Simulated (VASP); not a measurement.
A run of VASP 6.6.1 is set up as follows.

The input INCAR:

```
PREC = Normal
ENCUT = 520
EDIFF = 1E-4
ISMEAR = 0
SIGMA = 0.15
LREAL = F
LASPH = T
NELM = 60
ALGO = Fast
ISIF = 3
LWAVE = F
LCHARG = F
GGA = PE
IBRION = 2
NSW = 24
EDIFFG = -0.08
```

KPOINTS

```
Automatic mesh
0
Gamma
  3 3 3
```

File POSCAR:

```
Zn4Te3O
1.0
    6.1181340700      0.0000000000      0.0000000000
   -3.0590670300      5.2984595200      0.0000000000
    0.0000000000      0.0000000000      5.4070064900
Zn Te O
4 3 1
Direct
    0.3333333300      0.6666666700      0.7904654700
    0.6666666700      0.3333333300      0.7904654700
    0.6666666700      0.3333333300      0.2095345300
    0.3333333300      0.6666666700      0.2095345300
    0.5000000000      0.0000000000      0.0000000000
    0.0000000000      0.5000000000      0.0000000000
    0.5000000000      0.5000000000      0.0000000000
    0.0000000000      0.0000000000      0.0000000000
```

Potentials or basis: VASP PAW PBE potentials, release 64 (Zn, Te, O).

The run is started by

```console
$ cat potpaw_PBE.64/Zn/POTCAR potpaw_PBE.64/Te/POTCAR potpaw_PBE.64/O/POTCAR > POTCAR
$ mpirun -np 1 vasp_std > vasp.out
```

(1) What does it give for the band gap on the k mesh?

(2) Predict the relaxed volume.

Results:

(1) none (metal or under the smearing width).

(2) 31.31 Å³/atom.

Caveat: the k mesh is coarse (spacing up to 0.40 Å⁻¹), so the values aren't converged; the volume moved by over 15 % at a fixed basis, so the end points are rough.
